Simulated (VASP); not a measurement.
Here is the system:

```yaml
crystal:
  lattice:
    - [0.00000, 2.28399, 2.28399]
    - [2.28399, 0.00000, 2.28399]
    - [2.28399, 2.28399, 0.00000]
  atoms:
    - { symbol: Nb, position: [0.00000, 0.00000, 0.00000] }
    - { symbol: C, position: [0.50000, 0.50000, 0.50000] }
```

These are vdW-DF2, VASP's PBE PAW potentials (set 64) (plane waves; VASP) values and carry that method's errors. Run with 520 eV cut-off, 15×15×15 Γ-centred mesh, tetrahedra with Blöchl corrections, potentials Nb_sv C.

**Question.** Estimate the energy per atom (σ→0), band gap (on the k-mesh) with the smallest direct gap where there is one.

**Answer.** 
band gap (on the k-mesh): none (metal, semimetal or under 0.01 eV)
energy per atom (σ→0): -7.409 eV/atom

The compound is NbC in the rock salt structure. It was relaxed first, which changed the volume by +7 %. The electron count is odd and the run is not spin-polarised, which forces a metal.
